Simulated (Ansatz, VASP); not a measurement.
## Two plane-wave programs on GaGe

```
CELL_PARAMETERS angstrom
0.00000 2.89784 2.89784
2.89784 0.00000 2.89784
2.89784 2.89784 0.00000
ATOMIC_POSITIONS crystal
Ge 0.00000 0.00000 0.00000
Ga 0.25000 0.25000 0.25000
```

The cell comes from a database or a generator and needn't be the stable form of this composition.

Alike in both runs: functional PBEsol; k mesh 6 × 6 × 6; occupations fermi-dirac, width 0.05 eV; non-collinear spin, spin-orbit coupling.

```csv
,VASP,Ansatz
version,VASP 6.6.1,Ansatz 0.2.0
potentials or method,"VASP PAW PBE potentials, release 64 (Ge_d, Ga_d)",Ansatz PAW
plane-wave cutoff (eV),520,420
valence electrons in the cell,27,27
task,single point,band structure
```

|  | VASP | Ansatz | Ansatz less VASP |
| --- | --- | --- | --- |
| gap on the k mesh at the Fermi level (eV) | none | none | - |
| pressure (GPa) | -2.5 | -2.5 | -0.07 |
| net moment per atom (μB) | 0.00 | 0.00 | 0.000 |

A gap of «none» marks a metal or a gap that the smearing closes. With one functional, cell and mesh, what is left measures potentials, basis and numerics.

Caveats: the PAW data sets were made with another functional, which shifts forces and pressure a little (VASP); the PAW data sets come from PBE, with cores solved anew for the run's functional, which leaves a small shift of forces and pressure (Ansatz).
